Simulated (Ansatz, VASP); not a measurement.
# Cross-check of BN between VASP and Ansatz, part 2 of 2

Wanted: the spread between two codes on one cell, functional and k mesh. The cell is taken from a series of runs on this material, whose earlier steps may have relaxed, scaled, displaced or heated it; both programs get it as it stands.

VASP 6.6.1 and Ansatz 0.2.0.

So far: The starting structure; Ansatz: relaxation of cell and atoms, r2SCAN; VASP: relaxation of cell and atoms, r2SCAN; Side by side.

**5. VASP: zone-centre phonons, r2SCAN**

Level of this step: r2SCAN; plane waves and PAW (B, N) (VASP).

Second derivatives magnify differences that forces hide, and they need a tight electronic threshold.

Input file INCAR:

```
SYSTEM = BN
PREC = Accurate
ENCUT = 660
EDIFF = 1E-08
NELM = 120
ISMEAR = 0
SIGMA = 0.01
LREAL = .FALSE.
ALGO = Normal
METAGGA = R2SCAN
LASPH = .TRUE.
NBANDS = 10
LORBIT = 11
LWAVE = .FALSE.
LCHARG = .FALSE.
ISIF = 2
IBRION = 6
NFREE = 2
POTIM = 0.015
NSW = 1
GGA_COMPAT = .FALSE.
EFERMI = MIDGAP
LMIXTAU = .TRUE.
KPAR = 2
```

Input file POSCAR:

```
BN
1.0
    0.0000000000      1.8048692804      1.8048692804
    1.8048692804      0.0000000000      1.8048692804
    1.8048692804      1.8048692804      0.0000000000
B N
1 1
Direct
    0.0000000000      0.0000000000      0.0000000000
    0.7500000000      0.7500000000      0.7500000000
```

Input file KPOINTS:

```
Automatic mesh
0
Gamma
10 10 10
0 0 0
```

The projector-augmented-wave data sets are B and N (PBE family, release 64).

The run is started by

```sh
$ mpirun -np 2 vasp_std
```

Numbers of over 12 decimals in the logs are rounded to 6 here.

Output:

```text
[banner, memory and clock lines left out]
running    2 mpi-ranks, on    1 nodes
[...]
[... a notice as in an earlier step ...]

 LDA part: xc-table for (None), standard interpolation
 POSCAR, INCAR and KPOINTS ok, starting setup
[...]
entering main loop
       N       E                     dE             d eps       ncg     rms          rms(c)
DAV:   1     0.148479711499E+02    0.14848E+02   -0.61177E+03   948   0.999E+02
DAV:   2    -0.217173074482E+02   -0.36565E+02   -0.35464E+02  1160   0.225E+02
DAV:   3    -0.224210407758E+02   -0.70373E+00   -0.70248E+00  1122   0.257E+01
DAV:   4    -0.224222336551E+02   -0.11929E-02   -0.11928E-02  1078   0.116E+00
[...]
DAV:  20    -0.191747817184E+02   -0.32854E-07   -0.10901E-09   506   0.286E-04    0.535E-05
DAV:  21    -0.191747816952E+02    0.23173E-07   -0.48407E-10   512   0.172E-04    0.119E-05
DAV:  22    -0.191747817038E+02   -0.86358E-08   -0.31849E-11   508   0.874E-05
   1 F= -.19174782E+02 E0= -.19174782E+02  d E =0.000000E+00
[... from here on, the cycles between the ionic steps are left out ...]
   2 F= -.19172027E+02 E0= -.19172027E+02  d E =0.000000E+00
   3 F= -.19172027E+02 E0= -.19172027E+02  d E =0.000000E+00
   4 F= -.19172026E+02 E0= -.19172026E+02  d E =0.000000E+00
   5 F= -.19172026E+02 E0= -.19172026E+02  d E =0.000000E+00
 Finite differences progress:
  Degree of freedom:   2/  2
  Displacement:        2/  2
  Total:               4/  4
```

Parts of OUTCAR (step 5):

```text
  Total        0.0896629      0.0917826      0.0917826      0.0000000     -0.0151085      0.0000000
  in kB       12.2167593     12.5055754     12.5055754      0.0000000     -2.0585686      0.0000000
  external PRESSURE =      12.4093034 kB  Pullay stress =       0.0000000 kB

 POSITION                                       TOTAL-FORCE (eV/Angst)
 -----------------------------------------------------------------------------------
      0.00000      0.00000      0.00000        -0.367322     -0.000000     -0.000000
      2.69230      2.70730      2.70730         0.367322      0.000000      0.000000
 -----------------------------------------------------------------------------------
    total drift:                                0.000035      0.000000      0.000000

  FREE ENERGIE OF THE ION-ELECTRON SYSTEM (eV)
  ---------------------------------------------------
  free  energy   TOTEN  =       -19.1720263012 eV

  energy  without entropy=      -19.1720263012  energy(sigma->0) =      -19.17202630

[... 1 part as in an earlier step ...]

[... 2 further parts left out ...]
[key lines of the parts left out:]
E-fermi :   9.8537
```

The last energy, forces, stress and levels in OUTCAR belong to the last displaced cell, not to the cell of POSCAR.

Levels, forces or a CONTCAR printed for this step are those of its last displaced cell, not of the structure at rest.

**6. Ansatz: zone-centre phonons, r2SCAN**

The same cell, functional and mesh now go to Ansatz, which takes its cutoff from its data sets.

The cell is taken from a series of runs on this material, whose earlier steps may have relaxed, scaled, displaced or heated it; both programs get it as it stands.

Input file input.yaml:

```yaml
crystal:
  lattice:
    - [0.0, 1.8048692804, 1.8048692804]
    - [1.8048692804, 0.0, 1.8048692804]
    - [1.8048692804, 1.8048692804, 0.0]
  atoms:
    - { symbol: B, position: [0.0, 0.0, 0.0] }
    - { symbol: "N", position: [0.75, 0.75, 0.75] }
kpoints:
  mp_grid: { grid: [10, 10, 10] }
hamiltonian:
  xc: r2scan
scf:
  occupations: { method: fixed }
output:
  eigenvalues: true
phonons:
  method: dfpt
  dielectric: true
  rigid_motions: translations
```

The run is started by

```sh
$ ansatz run input.yaml --threads 4 --pin off --max-ram 15360MiB --backend cpu --events-out ev --progress --plain --runs-dir out
```

Output:

```text
[...]
Crystal: 2 atoms, lattice volume = 11.759 Å³
Basis set: ecut = 500 eV, 307 PW (Γ), exchange–correlation on 100×100×100 points (125 copies of the dense FFT grid, shifted against one another)
Bands: 8, of which v1, the nominal top of the filled ones, is band 4 counted from 1 (3 counted from 0)
Symmetry: 24 space group operations
k-points: 171 of 1000 (irreducible under 4 space group operations, time reversal used)
[...]
optical modes at Γ + LO–TO along q̂ = [1.0000, 0.0000, 0.0000]:
      ω (cm⁻¹)  modes    IR ((D/Å)²/amu)
[...]
optical modes at Γ + LO–TO along q̂ = [0.0000, 1.0000, 0.0000]:
      ω (cm⁻¹)  modes    IR ((D/Å)²/amu)
       1043.71      2            29.7273
       1301.83      1            14.8636
  optical modes at Γ + LO–TO along q̂ = [0.0000, 0.0000, 1.0000]:
      ω (cm⁻¹)  modes    IR ((D/Å)²/amu)
       1043.71      2            29.7273
       1301.83      1            14.8636
[key lines of the parts left out:]
SCF converged after 7 iterations
Free energy (F): -544.006597 eV
Fermi energy:    11.079393 eV
```

**7. Comparison**

What differs besides the data sets and the points named for the pairs above, as far as they apply: VASP uses finite displacements, Ansatz perturbation theory. Total energies have different zeros and are not compared.

Both answers:

| quantity | Ansatz | VASP | difference |
| --- | --- | --- | --- |
| optical mode 1 to 3 (cm⁻¹) | 1043.7 | 1044.7 | -0.10 % |

Modes are paired by rising frequency, not by their patterns, so a pair may set unlike modes beside each other; they are those without the splitting of longitudinal modes.

**8. Summary of results**

```json
{
  "difference in volume (relaxation of cell and atoms, r2SCAN)": "-0.30 %",
  "r.m.s. difference of the optical zone-centre modes, each program's sorted by frequency (zone-centre phonons, r2SCAN)": "1.0 cm⁻¹"
}
```

**Reading.** The difference in volume is -0.30 % (relaxation of cell and atoms, r2SCAN), within the 1.2 % picked in this series as the mark of a large difference, as far as the stopping tolerances let one tell. How closely two codes agree says nothing of how well the functional describes the real material.

[Lines on the potential files, build, host, timing and source positions are cut from VASP's logs without a mark.]

[Logs are printed without paths, hosts, clocks, repeated set-up lines and the standing remarks that a program may print on its own settings, such as how far it seeks lower states.]

[Hosts, paths, dates, database ids (printed as entryN), source tags and the programs' standing remarks are cut or masked in the printed files.]
